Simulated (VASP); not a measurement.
Method: LDA (Ceperley-Alder, Perdew-Zunger), VASP's LDA PAW potentials (set 64) (plane waves; VASP).

Input for VASP

### POSCAR
```
Ni3Fe
1
    3.4035477779     0.0000000000     0.0000000000
    0.0000000000     3.4035477779     0.0000000000
    0.0000000000     0.0000000000     3.4035477779
Fe Ni
1 3
Direct
  0.0000000000   0.0000000000   0.0000000000
  0.0000000000   0.5000000000   0.5000000000
  0.5000000000   0.0000000000   0.5000000000
  0.5000000000   0.5000000000   0.0000000000
```

**KPOINTS**
```
kpoints
0
gamma
  9 9 9
0 0 0
```

### INCAR
```
! general
SYSTEM  = Ni3Fe
PREC    = Accurate
ENCUT   = 500
LREAL   = .FALSE.
LASPH   = .TRUE.

! electronic loop
EDIFF   = 1E-6
NELM    = 100
ALGO    = Normal
LMAXMIX = 4

! smearing
ISMEAR  = 1
SIGMA   = 0.1

! spin
ISPIN   = 2
MAGMOM  = 2.7 3*0.6

! ions
IBRION  = 2
NSW     = 40
ISIF    = 3
EDIFFG  = -0.02
PSTRESS = 200

! output
LWAVE   = .FALSE.
LCHARG  = .FALSE.
LORBIT  = 10
```

POTCAR, in this order: Fe Ni (LDA.64 set). Program: vasp_std.

Energy and stress use the plane-wave basis of the starting cell.

### Question
Estimate the energy per atom (σ→0), cell moment, volume per atom, band gap (on the k-mesh).

### Answer

```yaml
energy per atom (σ→0): -7.261 eV/atom
cell_moment: 4.40 μB
band gap (on the k-mesh): none (metal, semimetal or under 0.01 eV)
volume_per_atom: 9.56 Å³/atom
```

OSZICAR:
```
...
DAV:   6    -0.290415783531E+02    0.25326E-01   -0.34423E-02  5113   0.252E+00    0.906E-01
DAV:   7    -0.290432314715E+02   -0.16531E-02   -0.27828E-03  3879   0.751E-01    0.340E-01
DAV:   8    -0.290428789097E+02    0.35256E-03   -0.91190E-04  5016   0.344E-01    0.187E-01
DAV:   9    -0.290429677309E+02   -0.88821E-04   -0.13739E-04  4436   0.244E-01    0.974E-02
DAV:  10    -0.290429984145E+02   -0.30684E-04   -0.84784E-05  4492   0.136E-01    0.255E-02
DAV:  11    -0.290429987236E+02   -0.30908E-06   -0.12118E-05  3424   0.697E-02    0.106E-02
DAV:  12    -0.290429987351E+02   -0.11429E-07   -0.89341E-07  1845   0.141E-02
   3 F= -.24270126E+02 E0= -.24270826E+02  d E =-.392323E-01  mag=     4.4027
```

The compound is Ni3Fe in the L1_2 structure. This run relaxes it under an external pressure of 20 GPa. Symmetry was kept, so distortions that lower it aren't found.
